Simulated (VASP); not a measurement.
Here is the system:

```
CELL_PARAMETERS angstrom
      1.45791    -2.52517     0.00000
      1.45791     2.52517     0.00000
      0.00000     0.00000     2.84568
ATOMIC_POSITIONS crystal
  W  0.00000 0.00000 0.00000
  C  0.33333 0.66667 0.50000
```

All values below come from LDA (Ceperley-Alder, Perdew-Zunger), VASP's LDA PAW potentials (set 64) (plane waves; VASP). Settings: 400 eV cut-off, 10×10×9 Γ-centred mesh, Fermi-Dirac smearing of 0.14 eV, potentials W_sv C.

At this cut-off the stress carries a Pulay error, which pulls relaxed volumes low. Energy and stress use the plane-wave basis of the starting cell.

**Question.** The ions, cell shape and volume are relaxed. Which structure does the run end with?

**Answer.** 
```
CELL_PARAMETERS angstrom
      1.44446    -2.50188     0.00000
      1.44446     2.50188     0.00000
      0.00000     0.00000     2.81551
ATOMIC_POSITIONS crystal
  W  0.00000 0.00000 0.00000
  C  0.33333 0.66667 0.50000
```
Space group P-6m2 (187), at a tolerance of 0.03 Å.

**Question.** How do energy and volume change from the first to the last step?

**Answer.** The energy (σ→0) changes by -11.7 meV/atom and the volume by -2.9 %, in 13 ionic steps.

The structure is a typed WC crystal (P-6m2). This run relaxes it. Symmetry was kept, so distortions that lower it aren't found. The run is one of a series of settings (EDIFFG = -0.01, IBRION = 2, ISIF = 3, NSW = 50 against the base run), some of them coarse on purpose.
